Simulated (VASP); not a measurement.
Input:

```cif
data_AlCo
_chemical_formula_sum 'Al1 Co1'
_space_group_name_H-M_alt 'P 1'
_space_group_IT_number 1
_cell_length_a 2.79524
_cell_length_b 2.79524
_cell_length_c 2.79524
_cell_angle_alpha 90.000
_cell_angle_beta 90.000
_cell_angle_gamma 90.000
loop_
_space_group_symop_operation_xyz
  'x, y, z'
loop_
_atom_site_label
_atom_site_type_symbol
_atom_site_fract_x
_atom_site_fract_y
_atom_site_fract_z
_atom_site_occupancy
Al1 Al 0.50000 0.50000 0.50000 1
Co1 Co 0.00000 0.00000 0.00000 1
```

Method: LDA (Ceperley-Alder, Perdew-Zunger), VASP's LDA PAW potentials (set 64) (plane waves; VASP). Run with 520 eV cut-off, 13×13×13 Γ-centred mesh, first-order Methfessel-Paxton smearing of 0.10 eV, potentials Al Co.

Problem. Give the energy at these volumes per atom, relative to the lowest: 10.27, 10.59, 10.92, 11.25, 11.58 Å³.

Solution. 28.4, 6.7, 0.0, 6.1, 23.0 meV/atom. A third-order Birch-Murnaghan fit gives B0 = 208 GPa and B0′ = 4.3.

Measured: bulk modulus 162 GPa (computed value off by +28.1 %), a 2.861 Å (computed value off by -2.3 %), as given by Yamada et al., (2019), arXiv:1910.09660. The calculation is for a static lattice, while the measured bulk modulus, a hold thermal and zero-point effects, which are part of the difference.

The compound is CoAl in the CsCl type structure. It was relaxed first, which changed the volume by -7 %. The run is not spin-polarised, so no magnetic state was tried.
